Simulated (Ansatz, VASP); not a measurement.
**Sr3Sc in VASP and in Ansatz**

The input INCAR:

```
SYSTEM = Sr3Sc
ALGO     = Normal         ! electronic algorithm
EDIFF    = 1E-7           ! SCF threshold, eV
ENCUT    = 520            ! plane-wave cutoff, eV
GGA      = PE             ! functional
ISIF     = 2              ! what is computed and relaxed
ISMEAR   = -1             ! smearing method
LASPH    = .True.         ! aspherical terms in the spheres
LCHARG   = .False.        ! write CHGCAR
LREAL    = .False.        ! projectors in reciprocal space
LWAVE    = .False.        ! write WAVECAR
NBANDS   = 28             ! bands
NELM     = 100            ! most SCF steps
PREC     = Accurate       ! precision mode
SIGMA    = 0.05           ! smearing width, eV
```

The input KPOINTS:

```
k-points
0
Gamma
  7 7 7
  0 0 0
```

The input POSCAR:

```
Sr3Sc
1.0
   -2.7997368547      2.7997368547      5.8250538321
    2.7997368547     -2.7997368547      5.8250538321
    2.7997368547      2.7997368547     -5.8250538321
Sr Sc
3 1
Direct
    0.5000000000      0.5000000000      0.0000000000
    0.2500000000      0.7500000000      0.5000000000
    0.7500000000      0.2500000000      0.5000000000
    0.0000000000      0.0000000000      0.0000000000
```

File input.yaml:

```yaml
crystal:
  lattice:
    - [-2.7997368547, 2.7997368547, 5.8250538321]
    - [2.7997368547, -2.7997368547, 5.8250538321]
    - [2.7997368547, 2.7997368547, -5.8250538321]
  atoms:
    - { symbol: Sr, position: [0.5, 0.5, 0.0] }
    - { symbol: Sr, position: [0.25, 0.75, 0.5] }
    - { symbol: Sr, position: [0.75, 0.25, 0.5] }
    - { symbol: Sc, position: [0.0, 0.0, 0.0] }
hamiltonian:
  xc: pbe
  pseudopotentials: { kind: paw }
kpoints:
  mp_grid: { grid: [7, 7, 7] }
scf:
  occupations: { method: fermi_dirac, width: 0.05 }
output:
  forces: true
  stress: true
  eigenvalues: true
```

Change from the starting cell: volume scaled by 1.02.

Alike in both runs: task single point; functional PBE; k mesh 7 × 7 × 7; occupations fermi-dirac, width 0.05 eV; no spin polarisation.

|  | VASP | Ansatz |
| --- | --- | --- |
| version | VASP 6.6.1 | Ansatz 0.2.0 |
| potentials or method | VASP PAW PBE potentials, release 64 (Sr_sv, Sc_sv) | Ansatz PAW |
| plane-wave cutoff (eV) | 520 | 420 |
| valence electrons in the cell | 41 | 41 |

|  | VASP | Ansatz | Ansatz less VASP |
| --- | --- | --- | --- |
| gap on the k mesh at the Fermi level (eV) | none | none | - |
| pressure (GPa) | -0.3 | -0.3 | -0.01 |
| largest component of the traceless stress (GPa) | 0.22 | 0.22 | -0.001 |

A gap of «none» marks a metal or a gap that the smearing closes.
